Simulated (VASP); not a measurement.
Input:

```
CELL_PARAMETERS angstrom
      0.00000     3.62373     3.62373
      3.62373     0.00000     3.62373
      3.62373     3.62373     0.00000
ATOMIC_POSITIONS crystal
  Na 0.25000 0.25000 0.25000
  Na 0.75000 0.75000 0.75000
  Te 0.00000 0.00000 0.00000
```

Method: PBEsol GGA, VASP's PBE PAW potentials (set 64) (plane waves; VASP). Run with 400 eV cut-off, Gaussian smearing of 0.050 eV, potentials Na_pv Te.

Unless said otherwise, spin-orbit coupling is left out, though it shifts the bands of the heavy elements here.

Question: Predict the band gap (along the path) with the smallest direct gap where there is one.

Answer: 
| Property | Value |
|---|---|
| band gap (along the path) | 2.01 eV |
| smallest direct gap (along the path) | 2.01 eV |

The absolute energy has meaning only against runs of the same code, potentials and settings.

The structure comes from a computed database's Na2Te entry (Fm-3m); how it stands against other phases isn't given here. It was relaxed first.
